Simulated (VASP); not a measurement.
Computed with PBEsol GGA, VASP's PBE PAW potentials (set 64) (plane waves; VASP).

VASP input:

INCAR:
```
! general
SYSTEM  = MnGe
PREC    = Accurate
ENCUT   = 400   ! plane-wave cut-off (eV)
LREAL   = F   ! projection in real space or not
LASPH   = T

! electronic loop
EDIFF   = 1E-6
NELM    = 100   ! most electronic steps
ALGO    = Normal   ! blocked Davidson
LMAXMIX = 4   ! l cut-off of mixed one-centre charges

! smearing
ISMEAR  = 1   ! Methfessel-Paxton
SIGMA   = 0.1   ! width (eV)

! functional
GGA     = PS   ! PBEsol

! spin
ISPIN   = 2   ! spin-polarised
MAGMOM  = -0.1 2.9

! ions
IBRION  = 2   ! conjugate gradients
NSW     = 60   ! most ionic steps
ISIF    = 3   ! ions, shape and volume
EDIFFG  = -0.01   ! ionic stop

! output
LWAVE   = F
LCHARG  = F
LORBIT  = 10
```

**KPOINTS**
```
Automatic mesh
0
Gamma
12 12 12
0 0 0
```

POSCAR:
```
MnGe
1.0
  0.0000000000   2.4710557738   2.4710557738
  2.4710557738   0.0000000000   2.4710557738
  2.4710557738   2.4710557738   0.0000000000
Ge Mn
1 1
direct
  0.0000000000   0.0000000000   1.0000000000
  0.5000000000   0.5000000000   0.5000000000
```

POTCAR, in this order: Ge_d Mn_pv (PBE.64 set). Program: vasp_std.

Output of the run:

File OUTCAR:
```
 ion  position               nearest neighbor table
   1  0.000  0.000  0.000-   2 2.47   2 2.47   2 2.47   2 2.47   2 2.47   2 2.47
   2  0.500  0.500  0.500-   1 2.47   1 2.47   1 2.47   1 2.47   1 2.47   1 2.47
  LATTYP: Found a face centered cubic cell.
 ALAT       =     4.9421115476
 Subroutine PRICEL returns:
 Original cell was already a primitive cell.
 Subroutine GETGRP returns: Found 48 space group operations
The static configuration has the point symmetry O_h .
The dynamic configuration has the point symmetry O_h .
The overall configuration has the point symmetry O_h .
 Subroutine INISYM returns: Found 48 space group operations
 Subroutine IBZKPT returns following result:
 Found     72 irreducible k-points:

 Following reciprocal coordinates:
            Coordinates               Weight
  0.000000  0.000000  0.000000      1.000000
  0.083333  0.000000  0.000000      8.000000
  0.166667  0.000000  0.000000      8.000000
  0.250000  0.000000  0.000000      8.000000
  0.333333  0.000000  0.000000      8.000000
  0.416667  0.000000  0.000000      8.000000
  0.500000  0.000000  0.000000      4.000000
  0.083333  0.083333  0.000000      6.000000
  0.166667  0.083333  0.000000     24.000000
  0.250000  0.083333  0.000000     24.000000
  0.333333  0.083333  0.000000     24.000000
  0.416667  0.083333  0.000000     24.000000
  0.500000  0.083333  0.000000     24.000000
 -0.416667  0.083333  0.000000     24.000000
 -0.333333  0.083333  0.000000     24.000000
 -0.250000  0.083333  0.000000     24.000000
 -0.166667  0.083333  0.000000     24.000000
 -0.083333  0.083333  0.000000     12.000000
  0.166667  0.166667  0.000000      6.000000
  0.250000  0.166667  0.000000     24.000000
  0.333333  0.166667  0.000000     24.000000
  0.416667  0.166667  0.000000     24.000000
  0.500000  0.166667  0.000000     24.000000
 -0.416667  0.166667  0.000000     24.000000
 -0.333333  0.166667  0.000000     24.000000
 -0.250000  0.166667  0.000000     24.000000
 -0.166667  0.166667  0.000000     12.000000
  0.250000  0.250000  0.000000      6.000000
  0.333333  0.250000  0.000000     24.000000
  0.416667  0.250000  0.000000     24.000000
  0.500000  0.250000  0.000000     24.000000
 -0.416667  0.250000  0.000000     24.000000
 -0.333333  0.250000  0.000000     24.000000
 -0.250000  0.250000  0.000000     12.000000
  0.333333  0.333333  0.000000      6.000000
  0.416667  0.333333  0.000000     24.000000
  0.500000  0.333333  0.000000     24.000000
 -0.416667  0.333333  0.000000     24.000000
 -0.333333  0.333333  0.000000     12.000000
  0.416667  0.416667  0.000000      6.000000
   k-points           NKPTS =     72   k-points in BZ     NKDIM =     72   number of bands    NBANDS=     18
   number of dos      NEDOS =    301   number of ions     NIONS =      2
   total plane-waves  NPLWV =  13824
   dimension x,y,z NGX =    24 NGY =   24 NGZ =   24
   dimension x,y,z NGXF=    48 NGYF=   48 NGZF=   48
   ions per type =               1   1
   PREC   = accura    normal or accurate (medium, high low for compatibility)
   ISTART =      0    job   : 0-new  1-cont  2-samecut
   ICHARG =      2    charge: 1-file 2-atom 10-const
   ISPIN  =      2    spin polarized calculation?
   LNONCOLLINEAR =      F non collinear calculations
   LSORBIT =      F    spin-orbit coupling
   INIWAV =      1    electr: 0-lowe 1-rand  2-diag
   ENCUT  =  400.0 eV  29.40 Ry    5.42 a.u.   5.70  5.70  5.70*2*pi/ulx,y,z
   NELM   =    100;   NELMIN=  2; NELMDL= -5     # of ELM steps
   EDIFF  = 0.1E-05   stopping-criterion for ELM
   LREAL  =      F    real-space projection
   NLSPLINE    = F    spline interpolate recip. space projectors
...
```

**OSZICAR**
```
       N       E                     dE             d eps       ncg     rms          rms(c)
DAV:   1     0.179943567385E+03    0.17994E+03   -0.13389E+04  5572   0.317E+03
DAV:   2    -0.287168333427E+00   -0.18023E+03   -0.17654E+03  5216   0.510E+02
DAV:   3    -0.155451320762E+02   -0.15258E+02   -0.14925E+02  5354   0.127E+02
DAV:   4    -0.159276562873E+02   -0.38252E+00   -0.38175E+00  5702   0.218E+01
DAV:   5    -0.159344156354E+02   -0.67593E-02   -0.67591E-02  5468   0.328E+00    0.138E+01
DAV:   6    -0.168908181683E+02   -0.95640E+00   -0.48971E+01  5288   0.541E+01    0.176E+01
DAV:   7    -0.142056891390E+02    0.26851E+01   -0.20543E+01  5268   0.381E+01    0.367E+00
DAV:   8    -0.142380732547E+02   -0.32384E-01   -0.32341E-01  5430   0.451E+00    0.175E+00
DAV:   9    -0.142423876096E+02   -0.43144E-02   -0.60999E-02  5508   0.166E+00    0.737E-01
DAV:  10    -0.142418557931E+02    0.53182E-03   -0.66475E-03  5480   0.578E-01    0.398E-01
DAV:  11    -0.142418324542E+02    0.23339E-04   -0.96409E-04  5792   0.366E-01    0.126E-01
DAV:  12    -0.142419212575E+02   -0.88803E-04   -0.40111E-04  5880   0.180E-01    0.330E-02
DAV:  13    -0.142419203807E+02    0.87681E-06   -0.28577E-05  4842   0.391E-02    0.275E-02
DAV:  14    -0.142419222208E+02   -0.18401E-05   -0.52512E-06  4090   0.230E-02    0.102E-02
DAV:  15    -0.142419221828E+02    0.37944E-07   -0.23002E-06  3072   0.140E-02
   1 F= -.14241922E+02 E0= -.14241915E+02  d E =-.142419E+02  mag=     2.7919
       N       E                     dE             d eps       ncg     rms          rms(c)
DAV:   1    -0.142433826225E+02   -0.14604E-02   -0.18743E-02  5844   0.219E+00    0.353E-01
DAV:   2    -0.142436490959E+02   -0.26647E-03   -0.27434E-02  5318   0.145E+00    0.441E-01
DAV:   3    -0.142420123486E+02    0.16367E-02   -0.87905E-03  5330   0.855E-01    0.676E-02
DAV:   4    -0.142419610715E+02    0.51277E-04   -0.25972E-04  5634   0.161E-01    0.537E-02
DAV:   5    -0.142419493663E+02    0.11705E-04   -0.31016E-05  5668   0.522E-02    0.126E-02
DAV:   6    -0.142419474932E+02    0.18730E-05   -0.59775E-06  5148   0.408E-02    0.573E-03
DAV:   7    -0.142419476904E+02   -0.19720E-06   -0.77983E-07  2792   0.980E-03
   2 F= -.14241948E+02 E0= -.14241937E+02  d E =-.255076E-04  mag=     2.7984
```

OUTCAR:
```
------------------------ aborting loop because EDIFF is reached ----------------------------------------
  FORCE on cell =-STRESS in cart. coord.  units (eV):
  Direction    XX          YY          ZZ          XY          YZ          ZX
  --------------------------------------------------------------------------------------
  Total        0.0191466      0.0191466      0.0191466      0.0000000      0.0000000      0.0000000
  in kB        1.0149438      1.0149438      1.0149438      0.0000000      0.0000000      0.0000000
  external PRESSURE =       1.0149438 kB  Pullay stress =       0.0000000 kB
  volume of cell :       30.22
      direct lattice vectors                 reciprocal lattice vectors
    -0.000000000  2.472351553  2.472351553    -0.202236611  0.202236611  0.202236611
     2.472351553 -0.000000000  2.472351553     0.202236611 -0.202236611  0.202236611
     2.472351553  2.472351553 -0.000000000     0.202236611  0.202236611 -0.202236611
 POSITION                                       TOTAL-FORCE (eV/Angst)
 -----------------------------------------------------------------------------------
      2.47235      2.47235      4.94470        -0.000000      0.000000     -0.000000
      2.47235      2.47235      2.47235         0.000000     -0.000000      0.000000
 -----------------------------------------------------------------------------------
    total drift:                               -0.000000     -0.000000     -0.000000
  FREE ENERGIE OF THE ION-ELECTRON SYSTEM (eV)
  ---------------------------------------------------
  free  energy   TOTEN  =       -14.2419476904 eV

  energy  without entropy=      -14.2419153749  energy(sigma->0) =      -14.24193692

 total charge

# of ion       s       p       d       tot
------------------------------------------
    1        1.155   1.302  10.040  12.497
    2        0.313   6.241   5.162  11.716
--------------------------------------------------
tot          1.468   7.544  15.201  24.213

 magnetization (x)

# of ion       s       p       d       tot
------------------------------------------
    1       -0.014  -0.136   0.015  -0.136
    2        0.056   0.008   2.822   2.886
--------------------------------------------------
tot          0.042  -0.128   2.837   2.750

 reached required accuracy - stopping structural energy minimisation
```
(Selected blocks of OUTCAR.)

### CONTCAR
```
MnGe
   1.00000000000000
    -0.0000000000000000    2.4723515526614350    2.4723515526614350
     2.4723515526614350   -0.0000000000000000    2.4723515526614350
     2.4723515526614350    2.4723515526614350   -0.0000000000000000
  Ge              Mn
     1     1
Direct
     1.0000000000000000    1.0000000000000000    0.0000000000000000
     0.5000000000000000    0.5000000000000000    0.5000000000000000
```

The structure was generated: MnGe was put into the rocksalt type (Fm-3m), which need not be its known phase. This run relaxes it. Symmetry was kept, so distortions that lower it aren't found. The start is the result of an earlier pass.
